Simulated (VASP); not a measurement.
Here is the system:

```xyz
6
Lattice="-2.9249 2.9249 2.3535 2.9249 -2.9249 2.3535 2.9249 2.9249 -2.3535" Properties=species:S:1:pos:R:3 pbc="T T T"
Al     3.8492     0.9243     0.0000
Al     0.9243     2.0007     0.0000
Al     2.0007     0.9243     2.3535
Al    -0.9243     2.0007     2.3535
Mn     0.0000     0.0000     3.5303
Mn     0.0000     0.0000     1.1768
```
Starting moments (μB, in the order of the record's atoms Al Al Al Al Mn Mn): 0.0 0.0 0.0 0.0 4.0 4.0.

Level of theory: PBE GGA, VASP's PBE PAW potentials (set 64) (plane waves; VASP 6.6.1). Numerical set-up: 300 eV cut-off, 4×4×4 Γ-centred mesh, Fermi-Dirac smearing of 0.10 eV, potentials Al Mn_pv.

At this cut-off the stress carries a Pulay error, which pulls relaxed volumes low. Energy and stress use the plane-wave basis of the starting cell. The moments were started parallel, and other spin orders were not tried in this run.

Task: The ions, cell shape and volume are relaxed. What does this cell relax into?

Result: 
```xyz
6
Lattice="-2.9863 2.9863 2.5312 2.9863 -2.9863 2.5312 2.9863 2.9863 -2.5312" Properties=species:S:1:pos:R:3 pbc="T T T"
Al     4.2274     1.2411     0.0000
Al     1.2411     1.7451     0.0000
Al     1.7451     1.2411     2.5312
Al    -1.2411     1.7451     2.5312
Mn     2.9863     2.9863     1.2656
Mn     2.9863     2.9863    -1.2656
```
Space group I4/mcm (140), at a tolerance of 0.03 Å. The cell ends with 0.01 μB, on the sites 0.00 0.00 0.00 0.00 0.00 0.00 μB.

Task: How do energy and volume change from the first to the last step?

Result: The energy (σ→0) changes by -99.8 meV/atom and the volume by +12.1 %, in 39 ionic steps.

```tsv
step	E(σ→0) (eV)	max force (eV/Å)	pressure (GPa)	volume (Å³)
1	-33.3190	0.848	9.41	80.54
2	-33.4967	0.530	-6.69	90.06
3	-33.5532	0.604	-2.11	86.85
4	-33.6245	0.289	-0.21	86.05
5	-33.6307	0.170	0.58	85.75
6	-33.6620	0.197	0.17	86.18
7	-33.7524	0.253	-1.16	87.43
8	-33.8052	0.319	-3.52	89.80
9	-33.8098	0.305	-2.77	89.03
10	-33.8213	0.289	-2.32	88.86
11	-33.8456	0.237	-0.92	88.33
12	-33.8404	0.116	2.09	87.26
13	-33.8523	0.183	0.44	87.84
14	-33.8658	0.156	0.71	87.87
15	-33.8925	0.077	1.55	87.92
16	-33.8774	0.086	3.47	88.02
17	-33.8981	0.032	2.05	87.95
18	-33.9074	0.056	0.32	89.16
19	-33.9078	0.063	-0.16	89.51
20	-33.9089	0.069	-0.29	89.59
21	-33.9090	0.080	-0.53	89.74
22	-33.9104	0.067	-0.03	89.52
23	-33.9109	0.058	0.23	89.38
24	-33.9107	0.042	0.86	89.10
25	-33.9110	0.053	0.38	89.29
```

The structure was generated: MnAl2 was put into an ordered model structure, which need not be its known phase. This run relaxes it. Symmetry was kept, so distortions that lower it aren't found. The k-mesh is coarse (spacing up to 0.41 per Å, 2π included), so the numbers may not be converged in it. The run is one of a series of settings (EDIFFG = -0.01, IBRION = 2, ISIF = 3, NSW = 50 against the base run), some of them coarse on purpose.
